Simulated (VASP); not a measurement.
Given:

```yaml
crystal:
  lattice:
    - [0.00000, 2.00619, 2.00619]
    - [2.00619, 0.00000, 2.00619]
    - [2.00619, 2.00619, 0.00000]
  atoms:
    - { symbol: Li, position: [0.00000, 0.00000, 0.00000] }
    - { symbol: H, position: [0.50000, 0.50000, 0.50000] }
```

Computed with TPSS meta-GGA, VASP's PBE PAW potentials (set 64) (plane waves; VASP). Numerical set-up: 520 eV cut-off, 11×11×11 Γ-centred mesh, Gaussian smearing of 0.050 eV, potentials Li_sv H.

Give the stress tensor in GPa (positive for a compressed cell).

```
-2.52   0.00   0.00
 0.00  -2.52   0.00
 0.00   0.00  -2.52
```
The pressure is its mean diagonal, -2.52 GPa.

The compound is LiH in the rock salt structure. This cell is one point of a volume scan, at 1.06 of the reference volume.
